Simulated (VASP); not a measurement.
Here is the system:

```yaml
crystal:
  lattice:
    - [3.24067, 0.00000, 0.00000]
    - [-1.62034, 2.80651, 0.00000]
    - [0.00000, 0.00000, 11.37402]
  atoms:
    - { symbol: P, position: [0.33333, 0.66667, 0.05448] }
    - { symbol: P, position: [0.66667, 0.33333, 0.55448] }
    - { symbol: P, position: [0.66667, 0.33333, 0.94552] }
    - { symbol: P, position: [0.33333, 0.66667, 0.44552] }
```

All values below come from PBEsol GGA, VASP's PBE PAW potentials (set 64) (plane waves; VASP). Run with 400 eV cut-off, Gaussian smearing of 0.050 eV, potentials P.

Q: Estimate the band gap (along the path) with the smallest direct gap where there is one.

A: 
```
Item                                    Value
------------------------------------  -------
band gap (along the path)             1.40 eV
smallest direct gap (along the path)  1.74 eV
```

The structure was generated: P was put into the lonsdaleite type (P6_3/mmc), which need not be its known phase. It was relaxed first, which changed the volume by +67 %.
